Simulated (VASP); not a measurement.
## Cd2S under changes of volume

One of the cells (26.860 Å³/atom); the others are scaled copies at fixed shape and fractional positions:

```
Cd S
1.0
     3.98891    0.00000    0.00000
    -1.99446    3.45450    0.00000
     0.00000    0.00000    5.84766
Cd S
2 1
Direct
  0.33333 0.66667 0.93272
  0.66667 0.33333 0.57873
  0.33333 0.66667 0.36571
```

The cell comes from a database or a generator and needn't be the stable form of this composition.

| Property | Result |
| --- | --- |
| Program | VASP 6.6.1 |
| Functional | PBE |
| Potentials or basis | VASP PAW PBE potentials, release 64 (Cd, S) |
| Cutoff | 520 eV |
| k mesh | 8 × 8 × 5 |
| Occupations | fermi-dirac, width 0.05 eV |
| Spin | no spin polarisation |

```csv
volume (Å³/atom),energy over the lowest point (meV/atom),pressure (GPa),gap on the mesh (eV),largest force (eV/Å)
24.753,15.17,3.3,0.21,0.193
25.280,6.37,2.1,0.21,0.105
25.806,1.16,1.1,0.22,0.023
26.860,0.00,-0.7,0.25,0.125
27.386,?,?,?,?
27.913,9.04,-2.1,0.29,0.254
```

**Question.** What does the run at 27.386 Å³/atom give?

**Answer.** Energy over the lowest point 3.39 meV/atom; pressure -1.4 GPa; gap on the mesh 0.27 eV; largest force 0.192 eV/Å.

Worked out: A Birch-Murnaghan fit of order 3 (a polynomial in V^(-2/3)) to the other rows has its minimum at 26.43 Å³/atom with B0 = V·E''(V) = 43 GPa and B' = 4.8 at fixed shape and positions, which overstates the stiffness. It gives 3.38 meV/atom at 27.386 Å³/atom, against the run's 3.39, and -dE/dV = -1.4 GPa, against -1.4. A parabola through the other rows of the gap, of slope 1.11 eV per unit of ln V there, gives 0.27 eV, against the run's 0.27.

Energies are extrapolated to zero smearing.

Caveats: an odd mesh through Γ misses points on the zone boundary, where band edges often lie. Spin-orbit coupling on Cd is left out.
